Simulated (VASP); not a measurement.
Crystal: Cs2AgBiBr6.

```
CELL_PARAMETERS angstrom
0.00000 5.61610 5.61610
5.61610 0.00000 5.61610
5.61610 5.61610 0.00000
ATOMIC_POSITIONS crystal
Cs 0.25000 0.25000 0.25000
Cs 0.75000 0.75000 0.75000
Ag 0.50000 0.50000 0.50000
Bi 0.00000 0.00000 0.00000
Br 0.25055 0.74945 0.25055
Br 0.25055 0.74945 0.74945
Br 0.74945 0.25055 0.74945
Br 0.74945 0.25055 0.25055
Br 0.25055 0.25055 0.74945
Br 0.74945 0.74945 0.25055
```

- Program: VASP 6.6.1
- Task: relaxation of cell and atoms
- Functional: r2SCAN
- Potentials or basis: VASP PAW PBE potentials, release 64 (Cs_sv, Ag, Bi_d, Br)
- Cutoff: 600 eV
- k mesh: 4 × 4 × 4
- Occupations: gaussian, width 0.03 eV
- Spin: no spin polarisation

At the start: pressure 1.0 GPa; volume 35.43 Å³/atom.

Q: Where does the relaxation end?

A: Over 5 steps the energy falls by 4.4 meV/atom and the volume is 36.49 Å³/atom (+3.0 %); space group Fm-3m (No. 225, to 0.05 Å).

The path:
```
step  energy change (eV)  largest force (eV/Å)  pressure (GPa)  volume (Å³)
   1              0.0000                0.2477            1.02       354.27
   2             -0.0435                0.0227           -0.05       365.94
   3             -0.0436                0.0274           -0.03       365.67
   4             -0.0438                0.0178           -0.02       365.39
   5             -0.0439                0.0005            0.00       364.89
```

Final structure:
```
Cs Ag Bi Br
1.0
     0.00000    5.67166    5.67166
     5.67166    0.00000    5.67166
     5.67166    5.67166    0.00000
Cs Ag Bi Br
2 1 1 6
Direct
  0.25000 0.25000 0.25000
  0.75000 0.75000 0.75000
  0.50000 0.50000 0.50000
  0.00000 0.00000 0.00000
  0.25192 0.74808 0.25192
  0.25192 0.74808 0.74808
  0.74808 0.25192 0.74808
  0.74808 0.25192 0.25192
  0.25192 0.25192 0.74808
  0.74808 0.74808 0.25192
```

Caveat: the PAW data sets were made with another functional, which shifts forces and pressure a little.
